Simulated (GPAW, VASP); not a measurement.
## NaCu: the functional in 2 programs

Symmetry: P4/mmm, No. 123, tetragonal system. Conventional cell: a = 2.942 Å, b = 2.942 Å, c = 4.041 Å, α = 90.00°, β = 90.00°, γ = 90.00°. Around Na (site symmetry 4/mmm) lie 8 Cu at 2.90 Å and 4 Na at 2.94 Å. Around Cu (site symmetry 4/mmm) lie 8 Na at 2.90 Å and 4 Cu at 2.94 Å.

The cell comes from a database or a generator and needn't be the stable form of this composition.

Kept alike: task band structure; k mesh 9 × 9 × 7; occupations fermi-dirac, width 0.05 eV; no spin polarisation. The mesh is that of the run's cell of 2 atoms. No spin-orbit coupling.

- A: GPAW; PAW data sets generated for this functional (BLYP, PBEsol); the program's PAW data sets (release 1.2.1) made for this functional (LDA, RPBE, revPBE); GPAW PAW data sets (gpaw-data 1.2.1) (PBE), cutoff 800 eV
- B: VASP; PBE PAW files Cu, Na_pv, 520 eV (BLYP, PBE, PBEsol, RPBE, revPBE); LDA PAW files Cu, Na_pv, 520 eV (LDA)

| functional | A: pressure (GPa) | B: pressure (GPa) |
| --- | --- | --- |
| BLYP | 4.43 | 4.85 |
| LDA | -1.97 | -1.68 |
| PBE | 2.84 | ? |
| PBEsol | 0.68 | 0.91 |
| RPBE | 5.15 | 5.49 |
| revPBE | 4.69 | 4.99 |

Pressure is positive in compression; plane-wave values hold the error of the finite cutoff. Values on potentials made for another functional: B at BLYP, PBEsol, RPBE, revPBE. For a metal such a mesh leaves the last digits unconverged.

Problem. Estimate the value left open.

Solution. In the median of the other rows B lies +0.30 GPa from the other column, which points to 3.14; the run gave 3.13 GPa, -0.01 from it.
